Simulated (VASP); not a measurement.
Runs of VASP 6.6.1 on BiB. The structure is cubic, space group F-43m (No. 216). Conventional cell: a = 5.490 Å, b = 5.490 Å, c = 5.490 Å, α = 90.00°, β = 90.00°, γ = 90.00°. B (site symmetry -43m) is surrounded by 4 Bi at 2.38 Å. Around Bi (site symmetry -43m) lie 4 B at 2.38 Å. The cell was built by a generator and needn't be a form met in nature.

| task | spin | cell | cutoff (eV) | gap on the mesh (eV) | pressure (GPa) |
| --- | --- | --- | --- | --- | --- |
| single point | off | F-43m, 20.68 Å³/atom | 520 | 0.28 | 1.3 |
| relaxation of cell and atoms | off | relaxed | 600 | 0.15 | 0.0 |
| single point | non-collinear, zero start, SOC | F-43m, 20.68 Å³/atom | 520 | - | (a) |
| single point | off | F-43m, 21.03 Å³/atom | 520 | 0.15 | 0.0 |

Alike in all rows: level PBE; potentials or basis VASP PAW PBE potentials, release 64 (B, Bi_d); k mesh 8 × 8 × 8; smearing fermi-dirac 0.02 eV.

Q: Fill in the values left out.

A: (a) 1.4.

Caveats: spin-orbit coupling is left out, which as a rule narrows the gap of such compounds by several tenths of an eV (some runs).

A k mesh can miss the band edges, and rows without SOC leave out spin-orbit coupling on Bi.
